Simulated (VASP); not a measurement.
Energy against volume of ZnF₂ (rutile). Calculation: PW91 GGA, VASP's PBE PAW potentials (set 64) (plane waves; VASP 6.6.1). Settings: 520 eV cut-off, 5×5×7 Γ-centred mesh, Gaussian smearing of 0.050 eV, potentials Zn F.

Shape and ions are relaxed at each volume.

```csv
V (Å³/atom),E (eV/atom)
11.429,-3.90260
11.794,-3.91546
12.159,-3.92013
12.523,-3.91804
```

### Question
Fit these four points and predict the energy of the run at 12.888 Å³/atom.

### Answer
A cubic in V^(−2/3), the third-order Birch-Murnaghan form, passes through the four points with V0 = 12.22 Å³/atom and B0 = 96 GPa, and gives -3.9103 eV/atom there. The run gave -3.9106 eV/atom, -0.2 meV/atom from the fit; all five points give B0 = 95 GPa.

The compound is ZnF2 in the rutile structure. It was relaxed first, which changed the volume by +6 %.
